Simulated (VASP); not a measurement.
These are PBE GGA, VASP's PBE PAW potentials (set 64) (plane waves; VASP 6.6.1) values and carry that method's errors.

VASP input:

INCAR:
```
ALGO = Normal
EDIFF = 1E-6
ENCUT = 400
GGA = PE
ISIF = 2
ISMEAR = -5
LASPH = T
LCHARG = F
LREAL = F
LWAVE = F
NELM = 100
PREC = Accurate
SYSTEM = Cl
```

POSCAR:
```
Cl
5.0410420
  0.3015249625  -0.9534582334   0.0000000000
  0.3015249625   0.9534582334   0.0000000000
  0.0000000000   0.0000000000   0.7964533920
Cl
4
direct
  0.3983200000   0.6016800000   0.5805600000
  0.6016800000   0.3983200000   0.4194400000
  0.8983200000   0.1016800000   0.9194400000
  0.1016800000   0.8983200000   0.0805600000
```

KPOINTS:
```
Automatic mesh
0
Gamma
7 7 5
0 0 0
```

POTCAR, in this order: Cl (PBE.64 set). Program: vasp_std.

Q: What will the output report for the number of irreducible k-points (NKPTS), number of bands (NBANDS), largest plane-wave count, number of space-group operations, FFT grid (NGX, NGY, NGZ)?

A: 
number of irreducible k-points (NKPTS): 48
number of bands (NBANDS): 18
largest plane-wave count: 1077
number of space-group operations: 8
FFT grid (NGX, NGY, NGZ): 36 × 36 × 28

The structure was generated: Cl was put into the black-P type (Cmce), which need not be its known phase. The cell was not relaxed at this level. The k-mesh is coarse (spacing up to 0.31 per Å, 2π included), so the numbers may not be converged in it. The run is one of a series of settings (ISMEAR = -5, SIGMA removed against the base run), some of them coarse on purpose.
